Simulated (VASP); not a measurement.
Here is the system:

```
CELL_PARAMETERS angstrom
      3.66974     0.00000     0.00000
     -1.83487     3.17808     0.00000
      0.00000     0.00000    16.92031
ATOMIC_POSITIONS crystal
  Ta 0.00000 0.00000 0.50000
  S  0.33333 0.66667 0.58630
  S  0.66667 0.33333 0.41370
```

All values below come from PBE GGA, VASP's PBE PAW potentials (set 64) (plane waves; VASP 6.6.1). Settings: 300 eV cut-off, 5×5×1 Γ-centred mesh, Gaussian smearing of 0.050 eV, potentials Ta_pv S.

The cell holds a wide vacuum, so values per volume refer to the whole cell.

### Question
Give the energies of bands 6 to 14 at the high-symmetry points, in eV from the Fermi level.

### Answer

```json
[
 {"band": "6", "Γ": "-5.21", "M": "-5.86", "K": "-4.94"},
 {"band": "7", "Γ": "-3.94", "M": "-4.15", "K": "-4.56"},
 {"band": "8", "Γ": "-3.94", "M": "-3.68", "K": "-4.56"},
 {"band": "9", "Γ": "-1.96", "M": "-3.52", "K": "-3.10"},
 {"band": "10", "Γ": "-1.16", "M": "-2.44", "K": "-3.10"},
 {"band": "11", "Γ": "-1.16", "M": "-2.25", "K": "-2.94"},
 {"band": "12", "Γ": "0.00", "M": "-0.45", "K": "0.69"},
 {"band": "13", "Γ": "0.00", "M": "1.51", "K": "1.48"},
 {"band": "14", "Γ": "0.83", "M": "1.70", "K": "1.48"}
]
```

It has no gap at this level: it comes out as a metal or semimetal.

The cell is a sheet with vacuum, built from a generated structure.
